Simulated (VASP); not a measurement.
An input for Quantum ESPRESSO's pw.x (written as the equivalent of a VASP run, and not itself run):

```
&CONTROL
  calculation = 'scf'
  pseudo_dir = './pseudo'
  outdir = './out'
  tprnfor = .true.
  tstress = .true.
/
&SYSTEM
  ibrav = 0
  nat = 5
  ntyp = 3
  ecutwfc = 84
  occupations = 'tetrahedra'
  input_dft = 'pbe'
  vdw_corr = 'grimme-d3'
  dftd3_version = 3
  dftd3_threebody = .false.
/
&ELECTRONS
  conv_thr = 7.3e-09
  electron_maxstep = 100
/
ATOMIC_SPECIES
  Ba 137.327 Ba.upf
  Ti 47.867 Ti.upf
  O 15.999 O.upf
CELL_PARAMETERS angstrom
     4.0155548    0.0000000    0.0000000
     0.0000000    4.0155548    0.0000000
     0.0000000    0.0000000    4.0155548
ATOMIC_POSITIONS crystal
  Ba   0.0000000  0.0000000  0.0000000
  Ti   0.5000000  0.5000000  0.5000000
  O    0.5000000  0.0000000  0.5000000
  O    0.0000000  0.5000000  0.5000000
  O    0.5000000  0.5000000  0.0000000
K_POINTS automatic
  6 6 6 0 0 0
```

Problem. Write the VASP files for the same calculation (PBE-D3 (zero damping)).

Solution. Several could match; the one computed here: 
**POSCAR**
```
BaTiO3
1
    4.0155547863     0.0000000000     0.0000000000
    0.0000000000     4.0155547863     0.0000000000
    0.0000000000     0.0000000000     4.0155547863
Ba Ti O
1 1 3
Direct
  0.0000000000   0.0000000000   0.0000000000
  0.5000000000   0.5000000000   0.5000000000
  0.5000000000   0.0000000000   0.5000000000
  0.0000000000   0.5000000000   0.5000000000
  0.5000000000   0.5000000000   0.0000000000
```

KPOINTS:
```
K-points
0
Gamma
6 6 6
0 0 0
```

INCAR:
```
NEDOS  =  601   ! DOS grid
LWAVE  =  F
IVDW  =  11   ! D3, zero damping
LEFG  =  T
ENCUT  =  520
LREAL  =  F   ! projection in real space or not
PREC  =  Accurate
SYSTEM  =  BaTiO3
LMAXMIX  =  4   ! l cut-off of mixed one-centre charges
NELM  =  100   ! most electronic steps
LASPH  =  T   ! aspherical one-centre terms
LORBIT  =  11   ! lm-projected
LCHARG  =  T
ALGO  =  Normal   ! blocked Davidson
GGA  =  PE   ! PBE
ISIF  =  2
EDIFF  =  1E-7
ISMEAR  =  -5   ! tetrahedra, Bloechl
```

POTCAR, in this order: Ba_sv Ti_sv O (PBE.64 set). Program: vasp_std.

Limits of the translation: the potentials are each code's own (VASP's PAW set, PseudoDojo norm-conserving files in pw.x), so ENCUT and ecutwfc are chosen apart and not converted; conv_thr bounds pw.x's estimated SCF error, while EDIFF bounds the energy change between steps; the field gradients of LEFG aren't asked of the other code.

The compound is BaTiO3 in the cubic perovskite structure, the ideal cubic form; the compound distorts at low or room temperature. It was relaxed first.
